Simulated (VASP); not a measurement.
KBr:

```
CELL_PARAMETERS angstrom
0.00000 3.32408 3.32408
3.32408 0.00000 3.32408
3.32408 3.32408 0.00000
ATOMIC_POSITIONS crystal
K 0.00000 0.00000 0.00000
Br 0.50000 0.50000 0.50000
```

| Property | Result |
| --- | --- |
| Program | VASP 6.6.1 |
| Task | relaxation of cell and atoms |
| Functional | LDA |
| Potentials or basis | VASP PAW LDA potentials, release 64 (K_sv, Br) |
| Cutoff | 600 eV |
| k mesh | 7 × 7 × 7 |
| Occupations | fermi-dirac, width 0.1 eV |
| Spin | no spin polarisation |

At the start: pressure -1.8 GPa; volume 36.73 Å³/atom.

Q: Where does the relaxation end?

A: Over 4 steps the energy falls by 27.2 meV/atom and the volume is 32.46 Å³/atom (-11.6 %); space group Fm-3m (No. 225, to 0.05 Å).

Step by step:
| step | energy change (eV) | largest force (eV/Å) | pressure (GPa) | volume (Å³) |
| --- | --- | --- | --- | --- |
| 1 | 0.0000 | 0.0000 | -1.80 | 73.46 |
| 2 | -0.0397 | 0.0000 | -1.07 | 69.15 |
| 3 | -0.0540 | 0.0000 | -0.21 | 65.69 |
| 4 | -0.0544 | 0.0000 | 0.02 | 64.92 |

Final structure:
```cif
data_structure
_symmetry_space_group_name_H-M 'P 1'
_symmetry_Int_Tables_number 1
_cell_length_a 4.5113
_cell_length_b 4.5113
_cell_length_c 4.5113
_cell_angle_alpha 60.000
_cell_angle_beta 60.000
_cell_angle_gamma 60.000
_cell_volume 64.92
loop_
_atom_site_label
_atom_site_type_symbol
_atom_site_fract_x
_atom_site_fract_y
_atom_site_fract_z
_atom_site_occupancy
K1 K 0.00000 0.00000 0.00000 1
Br1 Br 0.50000 0.50000 0.50000 1
```

Caveat: the volume moved by -12 % from the deposited cell, more than functionals usually miss.
